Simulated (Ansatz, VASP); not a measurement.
# Cross-check of K4Na4Si11B8O38 between VASP and Ansatz, part 3 of 3

Wanted: the spread between two codes on one cell, functional and k mesh. Of the first pair: The structure shown is frame 217 of Ansatz's trajectory.

VASP 6.6.1 and Ansatz 0.2.0.

So far. Step 6 (VASP: single point, PBE, pair 2): The run ends at a pressure of -0.84 GPa, with forces up to 3.3 eV/Å.

### Step 9. VASP: single point, PBE, pair 3

Level of this step: PBE; plane waves and PAW (Si, B, Na_pv, K_sv, O) (VASP).

The same cell, functional and mesh now go to VASP, with its own data sets.

INCAR reads:

```
SYSTEM = K4Na4Si11B8O38
PREC = Accurate
ENCUT = 520
EDIFF = 1E-06
NELM = 120
ISMEAR = 0
SIGMA = 0.01
LREAL = Auto
ALGO = Normal
GGA = PE
NBANDS = 232
LORBIT = 11
LWAVE = .FALSE.
LCHARG = .FALSE.
ISIF = 2
LASPH = .TRUE.
GGA_COMPAT = .FALSE.
EFERMI = MIDGAP
NCORE = 2
```

POSCAR reads:

```
K4Na4Si11B8O38
1.0
    9.6394100000      0.0000000000      0.0000000000
    0.0000000000      9.6394100000      0.0000000000
    0.0000000000      0.0000000000      9.6394100000
Si B Na K O
11 8 4 4 38
Direct
    0.4729542576      0.0459675437      0.2231983078
    0.1964954287      0.1653835660      0.3217416834
    0.9019431687      0.8396260767      0.5653146821
    0.7125851063      0.0749942165      0.6327669432
    0.1685684082      0.0023746267      0.6024123883
    0.4852579152      0.3621798430      0.8584861522
    0.7350449872      0.7022006534      0.0272215831
    0.8153507320      0.0106956754      0.9360116439
    0.1989125890      0.2652651978      0.7959823267
    0.6606732155      0.6657565141      0.6190524109
    0.1406517619      0.0767163136      0.0140983732
    0.8257766814      0.4340825839      0.0157789740
    0.3554470657      0.9064040227      0.9269861952
    0.7133424141      0.3848057091      0.6367920858
    0.6564924617      0.2205114213      0.0833453500
    0.4761079776      0.6546043793      0.8612145349
    0.4961818203      0.7814689903      0.3957918586
    0.4348710139      0.9744268581      0.6875420799
    0.9426095581      0.3895881594      0.7805456973
    0.8051737606      0.6217185492      0.3784982691
    0.9528280258      0.3494508481      0.4530775224
    0.4793446902      0.7254074679      0.1343235737
    0.7322647340      0.9402453055      0.3030683413
    0.0623793365      0.7061324293      0.8726986403
    0.2615201553      0.5304059066      0.5362257649
    0.1474571576      0.8048210420      0.2409379827
    0.4944182268      0.4182102432      0.2589266356
    0.7457199144      0.3644102699      0.1058882234
    0.5262459009      0.2816873647      0.0041392575
    0.9667396656      0.7388211519      0.4480253459
    0.8096138664      0.9804853202      0.5236835035
    0.3628126618      0.1601446562      0.2903912169
    0.8057962054      0.7452115845      0.6691384639
    0.6205359042      0.3802514884      0.7550254632
    0.1557771689      0.3121975308      0.3711949175
    0.4037902735      0.6808507990      0.3689229942
    0.7206976361      0.2354189727      0.5866956588
    0.6100892067      0.6569696693      0.9413542945
    0.8305383836      0.8324990845      0.9477250164
    0.1420107662      0.0456355731      0.4402759090
    0.9794997827      0.0393903776      0.9749766843
    0.8966938848      0.3563807328      0.9051695073
    0.1402575469      0.0906487015      0.1830609965
    0.8595858045      0.4176604170      0.6599055336
    0.6671466407      0.5111723643      0.5435809868
    0.3145213244      0.9368311961      0.6243120689
    0.1878123246      0.2295057478      0.9584922729
    0.2153347560      0.9436884623      0.9538446855
    0.4112492362      0.5195649941      0.8794832879
    0.0464447513      0.8963100439      0.6485562913
    0.4915134847      0.9091842758      0.3332050406
    0.8524899345      0.5750455681      0.0228955922
    0.7952457671      0.0422743716      0.7715928672
    0.3607897164      0.2946964596      0.7694869292
    0.5282066019      0.6889114583      0.7236438745
    0.7158944375      0.7459688923      0.1815982513
    0.4285739480      0.9824356470      0.8278411231
    0.1517727745      0.1464301238      0.6896480179
    0.0844864987      0.3950967953      0.7531996253
    0.4347050286      0.9573718723      0.0834387167
    0.7156973300      0.1275596743      0.9915969961
    0.5521188537      0.0122102909      0.6223306198
    0.3722115773      0.7489151307      0.9263948727
    0.6115623259      0.1534430012      0.2155422375
    0.6172161989      0.7582725499      0.4756411440
```

KPOINTS reads:

```
Automatic mesh
0
Gamma
1 1 1
0 0 0
```

Potentials, in the order of the species: Si, B, Na_pv, K_sv and O (PBE family, release 64).

Launch:

```bash
mpirun -np 8 vasp_gam
```

Numbers of over 12 decimals in the logs are rounded to 6 here.

The log of the run:

```text
[... set-up lines as in an earlier step ...]
 entering main loop
       N       E                     dE             d eps       ncg     rms          rms(c)
DAV:   1     0.421629473612E+04    0.42163E+04   -0.20191E+05   464   0.162E+03
DAV:   2     0.950588264888E+00   -0.42153E+04   -0.39788E+04   544   0.439E+02
DAV:   3    -0.502316708386E+03   -0.50327E+03   -0.49488E+03   536   0.171E+02
DAV:   4    -0.527089317747E+03   -0.24773E+02   -0.24582E+02   600   0.408E+01
[...]
DAV:  17    -0.466449277832E+03   -0.32727E-05   -0.61316E-05   576   0.213E-02    0.118E-02
DAV:  18    -0.466449276964E+03    0.86796E-06   -0.10406E-05   512   0.904E-03    0.432E-03
DAV:  19    -0.466449277235E+03   -0.27188E-06   -0.33529E-06   440   0.497E-03
   1 F= -.46644928E+03 E0= -.46644928E+03  d E =0.000000E+00
```

From OUTCAR (step 9):

```text
  Total        9.8423693    -13.1091477     17.7580511      0.4991995      9.3370961      1.0894340
  in kB       17.6059264    -23.4495051     31.7654144      0.8929628     16.7020990      1.9487680
  external PRESSURE =       8.6406119 kB  Pullay stress =       0.0000000 kB

 POSITION                                       TOTAL-FORCE (eV/Angst)
 -----------------------------------------------------------------------------------
      4.55900      0.44310      2.15150        -0.690172     -0.909732     -0.710929
      1.89410      1.59420      3.10140         0.280407     -1.562947      1.190362
      8.69420      8.09350      5.44930         1.908783      0.203941     -0.352036
      6.86890      0.72290      6.09950        -0.609368     -0.076013     -0.653198
      1.62490      0.02289      5.80690        -2.306408      1.331262     -0.833402
      4.67760      3.49120      8.27530         2.165030      1.916209      0.371248
      7.08540      6.76880      0.26240         3.784895      1.945939     -0.217428
      7.85950      0.10310      9.02260         2.400861     -1.623733     -1.387847
      1.91740      2.55700      7.67280        -0.631873      1.097908     -0.883267
      6.36850      6.41750      5.96730        -2.649011      1.211823     -0.376181
      1.35580      0.73950      0.13590        -2.564707      0.863403      0.925306
      7.96000      4.18430      0.15210         0.699850     -1.293775     -1.553436
      3.42630      8.73720      8.93560         1.935056     -1.446799      1.292479
      6.87620      3.70930      6.13830        -1.003627     -0.696521      1.369433
[...]
-----------------------------------------------------------------------------------
    total drift:                                0.000726      0.005389      0.001326

  FREE ENERGIE OF THE ION-ELECTRON SYSTEM (eV)
  ---------------------------------------------------
  free  energy   TOTEN  =      -466.4492772354 eV

  energy  without entropy=     -466.4492772354  energy(sigma->0) =     -466.44927724

[... 2 parts as in an earlier step ...]

[... 1 further part left out ...]
[key lines of the parts left out:]
E-fermi :   2.6888
```

The run ends at a pressure of 0.86 GPa, with forces up to 4.3 eV/Å.

### Step 10. Differences

What differs besides the data sets and the points named for the pairs above, as far as they apply: the data sets hold 368 valence electrons in Ansatz (on its default PAW (the set named soft_2) files) and 360 in VASP. Total energies have different zeros and are not compared.

Forces on 9 of the 65 atoms, those with the largest forces and the largest differences (eV/Å; atoms numbered as in POSCAR):

```tsv
atom	Ansatz x, y, z	VASP x, y, z
Si6	2.160, 1.928, 0.379	2.165, 1.916, 0.371
Si7	3.721, 1.954, -0.149	3.785, 1.946, -0.217
Si8	2.369, -1.618, -1.364	2.401, -1.624, -1.388
Si10	-2.650, 1.178, -0.371	-2.649, 1.212, -0.376
Si11	-2.517, 0.875, 0.892	-2.565, 0.863, 0.925
B19	-0.753, 0.329, -2.692	-0.753, 0.331, -2.706
O35	-0.530, 1.869, 0.126	-0.542, 1.956, 0.148
O42	-1.293, 0.978, 2.492	-1.301, 0.988, 2.507
O56	-0.592, 0.070, 1.647	-0.600, 0.093, 1.743
```

The forces differ by 25 meV/Å r.m.s., which is 2.5 % of the r.m.s. force of 1.026 eV/Å (both taken over all components).

### Step 11. Outcome

```json
{
  "r.m.s. force difference (single point, PBE, pair 1)": "2.7 % of the r.m.s. force",
  "r.m.s. force difference (single point, PBE, pair 2)": "2.3 % of the r.m.s. force",
  "r.m.s. force difference (single point, PBE, pair 3)": "2.5 % of the r.m.s. force"
}
```

**Reading.** The r.m.s. force difference is 2.7 % of the r.m.s. force (single point, PBE, pair 1), within the 3 % picked in this series as the mark of a large difference. The data sets hold unlike numbers of valence electrons (368 in Ansatz and 360 in VASP), so part of the differences comes from the potentials. How closely two codes agree says nothing of how well the functional describes the real material.

[Lines on the potential files, build, host, timing and source positions are cut from VASP's logs without a mark.]

[Logs are printed without paths, hosts, clocks, repeated set-up lines and the standing remarks that a program may print on its own settings, such as how far it seeks lower states.]

[Hosts, paths, dates, database ids (printed as entryN), source tags and the programs' standing remarks are cut or masked in the printed files.]
